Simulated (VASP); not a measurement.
**CuSbTeSe with PW91: from relaxation to properties**

What structure does CuSbTeSe take at this level, and what are its properties? The steps: rough relaxation of the start cell, relaxing cell and atoms (PW91), second relaxation, single point with fields (PW91), bands along the symmetry lines (PW91), total and projected DOS (PW91), volume scan with PW91, fit for PW91, optical spectrum (PW91), band structure (TB-mBJ) and a single point (PW91), changed input. The cell is invented: it takes the structure of a Materials Project entry for AgSbTeSe (space group 123 there), with some of its atoms replaced by other elements, volume scaled by an estimate. It may not be a known or stable phase.

Calculated with VASP 6.6.1; PW91, no spin polarisation; plane waves and PAW (Te, Sb, Se, Cu), in the first sound run; inputs show where later runs differ.

Report form: the programs' logs are mostly left out.

**1. The structure**

Before any relaxation, the start is as follows. The structure is tetragonal, space group P4/mmm (No. 123). Conventional cell: a = 4.026 Å, b = 4.026 Å, c = 6.073 Å, α = 90.00°, β = 90.00°, γ = 90.00°. Nearest to Te lie 4 Cu at 2.85 Å and 2 Sb at 3.04 Å. Nearest to Sb lie 4 Se at 2.85 Å and 2 Te at 3.04 Å. Se has 4 Sb at 2.85 Å and 2 Cu at 3.04 Å nearest. Cu has 4 Te at 2.85 Å and 2 Se at 3.04 Å nearest. It derives from AgSbTeSe. it takes the structure of a Materials Project entry for AgSbTeSe (space group 123 there), with some of its atoms replaced by other elements, volume scaled by an estimate. Farther neighbours and most contacts between anions are not listed.

Coordinates:

```
Te Sb Se Cu
1.0
     4.02557    0.00000    0.00000
     0.00000    4.02557    0.00000
     0.00000    0.00000    6.07347
Te Sb Se Cu
1 1 1 1
Direct
  0.50000 0.50000 0.00000
  0.50000 0.50000 0.50000
  0.00000 0.00000 0.50000
  0.00000 0.00000 0.00000
```

**2. Rough relaxation of the start cell**

The start is only an estimate, so a cheap relaxation brings it near a minimum before any careful run. PW91 is the forerunner of PBE and gives much the same.

INCAR

```
SYSTEM = CuSbTeSe
PREC = Normal
ENCUT = 400
EDIFF = 1E-05
NELM = 60
ISMEAR = 0
SIGMA = 0.05
LREAL = .FALSE.
ALGO = Fast
GGA = 91
NBANDS = 20
LASPH = .TRUE.
LORBIT = 11
LWAVE = .FALSE.
LCHARG = .FALSE.
KPAR = 2
IBRION = 2
NSW = 40
ISIF = 3
EDIFFG = -0.04
```

POSCAR

```
CuSbTeSe
1.0
    4.0255720000      0.0000000000      0.0000000000
    0.0000000000      4.0255720000      0.0000000000
    0.0000000000      0.0000000000      6.0734710000
Te Sb Se Cu
1 1 1 1
Direct
    0.5000000000      0.5000000000      0.0000000000
    0.5000000000      0.5000000000      0.5000000000
    0.0000000000      0.0000000000      0.5000000000
    0.0000000000      0.0000000000      0.0000000000
```

KPOINTS

```
Automatic mesh
0
Gamma
4 4 3
0 0 0
```

The projector-augmented-wave data sets are Te, Sb, Se and Cu (PBE family, release 64).

Command:

```
> mpirun -np 2 vasp_std
```

It took 48 s on 2 MPI ranks of Intel Xeon Platinum 8259CL at 2.50GHz (Skylake/Cascade Lake), shared host; peak memory 0.28 GiB.

This run has no spin polarisation, although Cu can carry a moment. The k-mesh is coarse for a metal. This relaxation is a rough one on cheap settings, only to bring the start near its minimum. The PAW data sets were made with PBE, which is usual practice but a small mismatch for other functionals. The run keeps the 16 symmetry operations of its start, so it cannot find a distortion of lower symmetry.

Relaxation path:

| step | energy less that of the first step (eV) | largest force (eV/Å) | pressure (GPa) | volume (Å³) |
| --- | --- | --- | --- | --- |
| 1 | 0.0000 | 0.0000 | -0.20 | 98.42 |
| 2 | -0.0271 | 0.0000 | -0.54 | 97.97 |
| 3 | -0.0356 | 0.0000 | -0.32 | 97.59 |
| 4 | -0.0356 | 0.0000 | -0.24 | 96.78 |
| 5 | -0.0201 | 0.0000 | 2.05 | 94.48 |
| 6 | -0.0350 | 0.0000 | 0.45 | 96.54 |
| 7 | -0.0354 | 0.0000 | 0.47 | 96.70 |
| 8 | -0.0355 | 0.0000 | 0.22 | 96.76 |
| 9 | -0.0359 | 0.0000 | -0.03 | 97.30 |

| conventional cell, symmetrised | before | after | change |
| --- | --- | --- | --- |
| a (Å) | 4.026 | 4.069 | +1.1 % |
| b (Å) | 4.026 | 4.069 | +1.1 % |
| c (Å) | 6.073 | 5.877 | -3.2 % |
| volume (Å³/atom) | 24.61 | 24.32 | -1.1 % |

Final coordinates:

```xyz
4
Lattice="4.0690 0.0000 0.0000 0.0000 4.0690 0.0000 0.0000 0.0000 5.8765" Properties=species:S:1:pos:R:3 pbc="T T T"
Te    2.0345    2.0345    0.0000
Sb    2.0345    2.0345    2.9383
Se    0.0000    0.0000    2.9383
Cu    0.0000    0.0000    0.0000
```

This step gave:

| Quantity | Value |
| --- | --- |
| electrons | 28 |
| bands | 20 |
| irreducible k-points | 12 |
| symmetry operations | 16 |
| free energy (TOTEN) | -14.67 eV |
| energy at zero smearing | -14.67 eV |
| Fermi energy | 6.125 eV |
| pressure | -0.03150 GPa |
| metallic | yes |
| SCF cycles over all ionic steps | 75 |

It ends with forces that vanish by symmetry and a pressure of -0.03 GPa.

**3. Relaxing cell and atoms (PW91)**

Properties are meant for the cell that this level of theory prefers, so cell and atoms are relaxed first (ISIF = 3) until forces and stress are small; EDIFFG sets the threshold.

INCAR

```
SYSTEM = CuSbTeSe
PREC = Accurate
ENCUT = 400
EDIFF = 1E-06
NELM = 100
ISMEAR = 0
SIGMA = 0.05
LREAL = .FALSE.
ALGO = Normal
GGA = 91
NBANDS = 20
LASPH = .TRUE.
LORBIT = 11
LWAVE = .FALSE.
LCHARG = .FALSE.
KPAR = 2
IBRION = 2
NSW = 60
ISIF = 3
EDIFFG = -0.01
```

POSCAR

```
CuSbTeSe
1.0
    4.0690034360      0.0000000000      0.0000000000
    0.0000000000      4.0690034360      0.0000000000
    0.0000000000      0.0000000000      5.8765118910
Te Sb Se Cu
1 1 1 1
Direct
    0.5000000000      0.5000000000      0.0000000000
    0.5000000000      0.5000000000      0.5000000000
    0.0000000000      0.0000000000      0.5000000000
    0.0000000000      0.0000000000      0.0000000000
```

KPOINTS

```
Automatic mesh
0
Gamma
6 6 4
0 0 0
```

Command:

```
> mpirun -np 2 vasp_std
```

Wall time 1.7 min (2 MPI ranks); peak memory 0.42 GiB.

The steps of the relaxation:

| step | energy less that of the first step (eV) | largest force (eV/Å) | pressure (GPa) | volume (Å³) |
| --- | --- | --- | --- | --- |
| 1 | 0.0000 | 0.0000 | 0.50 | 97.30 |
| 2 | -0.0968 | 0.0000 | 0.06 | 98.28 |
| 3 | -0.1029 | 0.0000 | 0.11 | 98.62 |
| 4 | -0.1031 | 0.0000 | 0.09 | 98.57 |
| 5 | -0.1031 | 0.0000 | 0.10 | 98.55 |
| 6 | -0.1031 | 0.0000 | -0.05 | 98.77 |
| 7 | -0.1031 | 0.0000 | 0.00 | 98.66 |
| 8 | -0.1032 | 0.0000 | 0.01 | 98.68 |

| conventional cell, symmetrised | before | after | change |
| --- | --- | --- | --- |
| a (Å) | 4.069 | 3.995 | -1.8 % |
| b (Å) | 4.069 | 3.995 | -1.8 % |
| c (Å) | 5.877 | 6.183 | +5.2 % |
| volume (Å³/atom) | 24.32 | 24.67 | +1.4 % |

Final coordinates:

```xyz
4
Lattice="3.9950 0.0000 0.0000 0.0000 3.9950 0.0000 0.0000 0.0000 6.1829" Properties=species:S:1:pos:R:3 pbc="T T T"
Te    1.9975    1.9975    0.0000
Sb    1.9975    1.9975    3.0914
Se    0.0000    0.0000    3.0914
Cu    0.0000    0.0000    0.0000
```

Numbers from this step:

- irreducible k-points: 30
- free energy (TOTEN): -14.58 eV
- energy at zero smearing: -14.58 eV
- Fermi energy: 6.101 eV
- pressure: 0.009042 GPa
- SCF cycles over all ionic steps: 64

It ends with forces that vanish by symmetry and a pressure of 0.01 GPa.

**4. Second relaxation**

A relaxation keeps the plane waves of the cell it began with, so it is repeated from the new cell, on a basis made for it.

INCAR is that of step 3.

POSCAR

```
CuSbTeSe
1.0
    3.9949679117      0.0000000000      0.0000000000
    0.0000000000      3.9949679117      0.0000000000
    0.0000000000      0.0000000000      6.1828544425
Te Sb Se Cu
1 1 1 1
Direct
    0.5000000000      0.5000000000      0.0000000000
    0.5000000000      0.5000000000      0.5000000000
    0.0000000000      0.0000000000      0.5000000000
    0.0000000000      0.0000000000      0.0000000000
```

KPOINTS is that of step 3.

Command:

```
> mpirun -np 2 vasp_std
```

The job ended after 23 s (2 MPI ranks; peak memory 0.41 GiB; 43 s of CPU time).

Little changed from the start: no atom moved by 0.005 Å and no cell edge by 0.1 %.

This step gave:

```yaml
pressure: 0.004010 GPa
scf_cycles_over_all_ionic_steps: 16
```

It ends with forces that vanish by symmetry and a pressure of 0.00 GPa. The volume moved by under 0.01 %: the run met its threshold at the first step.

**5. Single point with fields (PW91)**

The relaxed cell gets a fresh self-consistent run, on a basis set for its own volume, to fix the density and to check the remaining stress.

Changes to INCAR since step 4:

```diff
@@ -14,7 +14,5 @@
 LWAVE = .FALSE.
-LCHARG = .FALSE.
-KPAR = 2
-IBRION = 2
-NSW = 60
-ISIF = 3
-EDIFFG = -0.01
+LCHARG = .TRUE.
+ISIF = 2
+LELF = .TRUE.
+LVHAR = .TRUE.
```

POSCAR is that of step 4.

KPOINTS is that of step 4.

Command:

```
> mpirun -np 2 vasp_std
```

Wall time 25 s (2 MPI ranks); peak memory 0.34 GiB.

This step gave:

| Item | Value |
| --- | --- |
| SCF cycles | 16 |

Valence electrons inside each PAW sphere by angular momentum. Sphere charges, by row:

| atom | s (e) | p (e) | d (e) | tot (e) |
| --- | --- | --- | --- | --- |
| Te1 | 1.391 | 1.916 | 0.042 | 3.349 |
| Sb2 | 1.276 | 1.001 | 0.053 | 2.33 |
| Se3 | 1.496 | 2.252 | 0.042 | 3.789 |
| Cu4 | 0.325 | 0.191 | 9.271 | 9.788 |

Valence density in the ac plane at fractional y = 0.000, with atoms of Se and Cu within 0.2 Å of it. It is the smooth field of the valence electrons, not physical close to the nuclei.

Ten steps, logarithmic in the rise over the least value, from '_' (0 e/Å³) to '@' (16 e/Å³), each cell a mean:
```
@@%%++::............::--**%%
##**==::..............::==**
----::......______......::--
........____________........
........______________......
........____________........
--::::....________......::::
------::....____......::----
--------::..........::------
..------::..........::----::
__::----::..........::----::
--------::..........::------
------::......__....::::----
----::......______....::::--
::::......__________......::
........______________......
........______________......
::::......________......::::
**++--................::--++
@@%%++::..............--**%%
@@@@**--............::--##@@
```
Columns run along a (4.0 Å), rows up along c (6.2 Å). Atoms in or near the plane, at fractional coordinates: Se at (0.00, 0.50), Cu at (0.00, 0.00).

Electrostatic potential energy in the ac plane at fractional y = 0.000, with atoms of Se and Cu within 0.2 Å of it. With pseudopotentials it is smooth inside the atoms' cores, unlike the true potential.

Ten even steps from '0' (-48 eV) to '9' (4 eV), each cell a mean:
```
01479999999620
23589999999843
67899999999986
99999999999999
99999999999999
99999999999999
88999999999988
34789999999864
00379999998620
41168999998402
51058999998402
10278999998610
12689999999852
78899999999987
99999999999999
99999999999999
99999999999999
78999999999987
34799999999864
01479999999631
00379999998520
```
Columns run along a (4.0 Å; values clipped at the 3rd and 97th percentile), rows up along c (6.2 Å). Atoms in or near the plane, at fractional coordinates: Se at (0.00, 0.50), Cu at (0.00, 0.00).

ELF in the ac plane at fractional y = 0.000, with atoms of Se and Cu within 0.2 Å of it. It is the smooth field of the valence electrons, not physical close to the nuclei.

Ten even steps from '0' (0.00) to '9' (0.90), each cell a mean:
```
00111111111100
00111111111110
11111100011111
11110000001111
22110000000112
65421000001345
99853100013689
99974100025899
99986210137899
67886310147887
57886310147886
88986210147898
99985200136899
99863100014799
77531000002467
22210000000122
11110000000111
11111000011111
11111110111111
00111111111100
00011111111100
```
Columns run along a (4.0 Å), rows up along c (6.2 Å). Atoms in or near the plane, at fractional coordinates: Se at (0.00, 0.50), Cu at (0.00, 0.00).

In this run the pressure is 0.00 GPa, small enough to go on.

**6. Bands along the symmetry lines (PW91)**

Levels along the symmetry lines show where the bands peak and cross; KPOINTS_OPT computes them in the converged potential.

INCAR

```
SYSTEM = CuSbTeSe
PREC = Accurate
ENCUT = 400
EDIFF = 1E-06
NELM = 100
ISMEAR = 0
SIGMA = 0.05
LREAL = .FALSE.
ALGO = Normal
GGA = 91
NBANDS = 28
LASPH = .TRUE.
LORBIT = 11
LWAVE = .FALSE.
LCHARG = .FALSE.
KPAR = 2
```

POSCAR is that of step 5.

KPOINTS is that of step 5.

KPOINTS_OPT

```
Line mode
16
Line-mode
Reciprocal
  0.00000000   0.00000000   0.00000000 GAMMA
  0.00000000   0.50000000   0.00000000 X

  0.00000000   0.50000000   0.00000000 X
  0.50000000   0.50000000   0.00000000 M

  0.50000000   0.50000000   0.00000000 M
  0.00000000   0.00000000   0.00000000 GAMMA

  0.00000000   0.00000000   0.00000000 GAMMA
  0.00000000   0.00000000   0.50000000 Z

  0.00000000   0.00000000   0.50000000 Z
  0.00000000   0.50000000   0.50000000 R

  0.00000000   0.50000000   0.50000000 R
  0.50000000   0.50000000   0.50000000 A

  0.50000000   0.50000000   0.50000000 A
  0.00000000   0.00000000   0.50000000 Z

  0.00000000   0.50000000   0.00000000 X
  0.00000000   0.50000000   0.50000000 R

  0.50000000   0.50000000   0.00000000 M
  0.50000000   0.50000000   0.50000000 A
```

Command:

```
> mpirun -np 2 vasp_std
```

The job ended after 84 s (2 MPI ranks; peak memory 0.48 GiB; 2.8 min of CPU time).

Spin-orbit coupling is off here; with elements this heavy it splits and shifts levels by tenths of an eV or more.

This step gave:

```
bands    : 28
pressure : 0.003688 GPa
```

The electronic bands at the labelled points (eV, zero at the Fermi level; # counts the bands kept):

| point | #9 | #10 | #11 | #12 | #13 | #14 | #15 | #16 |
| --- | --- | --- | --- | --- | --- | --- | --- | --- |
| Γ | -1.87 | -1.21 | -0.95 | -0.95 | 1.04 | 3.11 | 3.76 | 4.25 |
| 0.47 of the way | -1.93 | -1.77 | -1.50 | -0.10 | 2.18 | 2.29 | 2.96 | 3.61 |
| X | -1.77 | -1.74 | -0.70 | -0.42 | -0.40 | 1.43 | 4.01 | 4.68 |
| 0.47 of the way | -1.94 | -1.85 | -1.78 | -0.61 | 1.79 | 2.72 | 3.47 | 4.03 |
| M | -2.08 | -1.93 | -1.90 | -1.77 | -0.43 | 3.32 | 3.32 | 4.59 |
| 0.47 of the way | -1.88 | -1.76 | -1.60 | -1.49 | 1.02 | 3.09 | 4.06 | 4.16 |
| Γ | -1.87 | -1.21 | -0.95 | -0.95 | 1.04 | 3.11 | 3.76 | 4.25 |
| 0.47 of the way | -1.92 | -1.16 | -1.06 | -1.06 | 1.46 | 2.37 | 3.17 | 4.16 |
| Z | -1.75 | -1.38 | -1.19 | -1.19 | -0.08 | 3.26 | 3.29 | 4.08 |
| 0.53 of the way | -1.86 | -1.05 | -0.83 | -0.02 | 0.50 | 1.60 | 1.73 | 3.47 |
| R | -1.51 | -0.65 | -0.64 | -0.41 | -0.25 | 0.41 | 0.95 | 3.29 |
| 0.53 of the way | -1.93 | -1.15 | -0.88 | -0.53 | -0.22 | 2.07 | 2.85 | 4.02 |
| A | -1.93 | -1.87 | -1.75 | -0.57 | 0.19 | 1.52 | 4.93 | 5.18 |
| 0.47 of the way | -1.85 | -1.69 | -0.85 | -0.78 | 0.44 | 1.14 | 3.38 | 4.26 |
| Z | -1.75 | -1.38 | -1.19 | -1.19 | -0.08 | 3.26 | 3.29 | 4.08 |
| jump to X | -1.77 | -1.74 | -0.70 | -0.42 | -0.40 | 1.43 | 4.01 | 4.68 |
| 0.47 of the way | -1.75 | -1.28 | -0.64 | -0.43 | -0.35 | 1.22 | 2.41 | 4.07 |
| R | -1.51 | -0.65 | -0.64 | -0.41 | -0.25 | 0.41 | 0.95 | 3.29 |
| jump to M | -2.08 | -1.93 | -1.90 | -1.77 | -0.43 | 3.32 | 3.32 | 4.59 |
| 0.47 of the way | -2.03 | -1.93 | -1.78 | -1.74 | 0.36 | 2.90 | 3.87 | 3.87 |
| A | -1.93 | -1.87 | -1.75 | -0.57 | 0.19 | 1.52 | 4.93 | 5.18 |

Of the projections kept (Te, Sb, Se, Cu), the largest for each band there; the rest of the weight can lie on other orbitals:

| point | #9 | #10 | #11 | #12 | #13 | #14 | #15 | #16 |
| --- | --- | --- | --- | --- | --- | --- | --- | --- |
| Γ | Cu 0.99 | Se 0.65 | Te 0.82 | Te 0.82 | Cu 0.64 | Sb 0.44 | Sb 0.61 | Sb 0.61 |
| X | Cu 0.98 | Cu 0.96 | Se 0.65 | Sb 0.62 | Sb 0.69 | Te 0.54 | Te 0.56 | Te 0.48 |
| M | Cu 1.00 | Cu 1.00 | Cu 0.99 | Cu 0.97 | Cu 0.88 | Cu 0.36 | Cu 0.36 | Sb 0.51 |
| Γ | Cu 0.99 | Se 0.65 | Te 0.82 | Te 0.82 | Cu 0.64 | Sb 0.44 | Sb 0.61 | Sb 0.61 |
| Z | Te 0.71 | Cu 0.89 | Te 0.87 | Te 0.87 | Sb 0.47 | Sb 0.55 | Se 0.36 | Sb 0.57 |
| R | Cu 0.42 | Sb 0.80 | Sb 0.67 | Cu 0.61 | Sb 0.90 | Sb 0.31 | Te 0.56 | Cu 0.56 |

There is no gap at this level.

**7. Total and projected DOS (PW91)**

Here the states are counted by energy and projected on the atoms. The mesh is finer than in the run before.

Changes to INCAR since step 6:

```diff
@@ -5,3 +5,3 @@
 NELM = 100
-ISMEAR = 0
+ISMEAR = -5
 SIGMA = 0.05
@@ -16 +16,2 @@
 KPAR = 2
+NEDOS = 2001
```

POSCAR is that of step 6.

KPOINTS

```
Automatic mesh
0
Gamma
8 8 6
0 0 0
```

Command:

```
> mpirun -np 2 vasp_std
```

It took 66 s on 2 MPI ranks; peak memory 0.51 GiB.

With tetrahedra the forces and stress of a metal are not exact derivatives of the energy.

This step gave:

| Property | Result |
| --- | --- |
| SCF cycles | 22 |
| irreducible k-points | 60 |
| free energy (TOTEN) | -14.55 eV |
| Fermi energy | 6.193 eV |
| pressure | 0.1516 GPa |
| DOS at the Fermi level | 1.240 states/eV/cell |

The density of states has structure finer than the step of the table below, so its rows give means over 1 eV, whole bins alone (the curve runs from -12.0 to 6.20 eV). Peaks (eV: height): total -11.4: 4.83, -2.7: 6.20, -2.0: 24.0; Cu d -2.0: 21.2; Se p -4.0: 0.523, -3.0: 0.807, -2.7: 1.17, -1.6: 0.460; Te p -4.6: 0.380, -3.6: 0.602, -3.0: 0.640, -0.8: 0.598; Sb p -4.6: 0.273, 0.4: 0.467, 2.6: 0.319, 3.3: 0.444.

States under -12.0 eV and over 6.2 eV are left out. The density of states by energy, zero at the Fermi level; means over each step; 7 of 8 lines; values in states/eV/cell:

| energy (eV) | total | Cu d | Se p | Te p | Sb p | Sb s | Cu p |
| --- | --- | --- | --- | --- | --- | --- | --- |
| -11 | 1.56 | 0.00827 | 0.00728 | 0.00145 | 0.00874 | 0.0939 | 0.00971 |
| -10 | 0.652 | 7.2e-4 | 0.0333 | 0.00898 | 0.00336 | 0.278 | 8.7e-4 |
| -9 | 1.12 | 0.00225 | 0.0515 | 0.0108 | 0.00709 | 0.467 | 0.00136 |
| -8 | 0.215 | 0 | 0.00694 | 0.00301 | 0.00177 | 0.0941 | 1.5e-6 |
| -7 | 0.00105 | 0 | 2.4e-5 | 1.9e-6 | 5.0e-6 | 4.8e-4 | 0 |
| -6 | 0.584 | 0.00259 | 0.139 | 0.0165 | 0.0822 | 0.00571 | 0.00234 |
| -5 | 2.23 | 0.0536 | 0.328 | 0.259 | 0.190 | 0.0201 | 0.0139 |
| -4 | 2.75 | 0.204 | 0.416 | 0.362 | 0.218 | 0.0296 | 0.0257 |
| -3 | 4.42 | 1.46 | 0.602 | 0.505 | 0.128 | 0.0371 | 0.0534 |
| -2 | 8.11 | 6.13 | 0.353 | 0.203 | 0.123 | 0.0788 | 0.0194 |
| -1 | 3.01 | 1.19 | 0.252 | 0.422 | 0.116 | 0.0449 | 0.0485 |
| 0 | 1.59 | 0.243 | 0.126 | 0.188 | 0.255 | 0.0183 | 0.0185 |
| 1 | 1.60 | 0.0691 | 0.149 | 0.139 | 0.309 | 0.0239 | 0.0212 |
| 2 | 1.42 | 0.0258 | 0.160 | 0.115 | 0.261 | 0.0323 | 0.0260 |
| 3 | 2.16 | 0.0295 | 0.207 | 0.204 | 0.317 | 0.0230 | 0.0610 |
| 4 | 2.48 | 0.0491 | 0.242 | 0.168 | 0.255 | 0.0145 | 0.0994 |
| 5 | 2.59 | 0.0401 | 0.259 | 0.0863 | 0.205 | 0.00596 | 0.174 |

The finer mesh and the other smearing move the Fermi level by +0.09 eV from the 6×6×4 run, one measure of the sampling error in the zero of the bands above. Of the states within 0.3 eV of the Fermi level, the largest shares in the PAW spheres are Sb p 17 %, Cu d 14 % and Te p 11 %. The rest lies in smaller channels or between the spheres.

**8. Volume scan with PW91**

An equation of state needs energies on both sides of the minimum, all on one mesh and cutoff.

INCAR

```
SYSTEM = CuSbTeSe
PREC = Accurate
ENCUT = 400
EDIFF = 1E-06
NELM = 100
ISMEAR = 0
SIGMA = 0.05
LREAL = .FALSE.
ALGO = Normal
GGA = 91
NBANDS = 20
LASPH = .TRUE.
LORBIT = 11
LWAVE = .FALSE.
LCHARG = .FALSE.
KPAR = 2
ISIF = 2
```

POSCAR

```
CuSbTeSe
1.0
    3.9134150711      0.0000000000      0.0000000000
    0.0000000000      3.9134150711      0.0000000000
    0.0000000000      0.0000000000      6.0566383241
Te Sb Se Cu
1 1 1 1
Direct
    0.5000000000      0.5000000000      0.0000000000
    0.5000000000      0.5000000000      0.5000000000
    0.0000000000      0.0000000000      0.5000000000
    0.0000000000      0.0000000000      0.0000000000
```

KPOINTS

```
Automatic mesh
0
Gamma
6 6 4
0 0 0
```

Command:

```
> mpirun -np 2 vasp_std
```

Elapsed: 22 s, on 2 MPI ranks; peak memory 0.4 GiB.

The scan keeps the cell's shape and the fractional positions fixed.

Numbers from this step:

- SCF cycles: 16
- bands: 20
- irreducible k-points: 30
- free energy (TOTEN): -14.50 eV
- energy at zero smearing: -14.50 eV
- Fermi energy: 6.904 eV
- pressure: 4.488 GPa

The pressure here is 4.49 GPa.

**9. Volume scan with PW91 (run 2)**

INCAR is that of step 8.

POSCAR

```
CuSbTeSe
1.0
    3.9409752402      0.0000000000      0.0000000000
    0.0000000000      3.9409752402      0.0000000000
    0.0000000000      0.0000000000      6.0992921120
Te Sb Se Cu
1 1 1 1
Direct
    0.5000000000      0.5000000000      0.0000000000
    0.5000000000      0.5000000000      0.5000000000
    0.0000000000      0.0000000000      0.5000000000
    0.0000000000      0.0000000000      0.0000000000
```

KPOINTS is that of step 8.

Command:

```
> mpirun -np 2 vasp_std
```

Elapsed: 22 s, on 2 MPI ranks; peak memory 0.4 GiB.

Numbers from this step:

- free energy (TOTEN): -14.54 eV
- energy at zero smearing: -14.54 eV
- Fermi energy: 6.625 eV
- pressure: 2.814 GPa

The pressure falls from 4.49 to 2.81 GPa.

The run ends at a pressure of 2.81 GPa.

[end of part 1 of 2]

[Lines on the potential files, build, host, timing and source positions are cut from VASP's logs without a mark.]

[Logs are printed without paths, hosts, clocks, repeated set-up lines and the standing remarks that a program may print on its own settings, such as how far it seeks lower states.]

[Hosts, paths, dates, database ids (printed as entryN), source tags and the programs' standing remarks are cut or masked in the printed files.]

[A measured line is paired with the nearest computed mode of its activity, which favours agreement.]
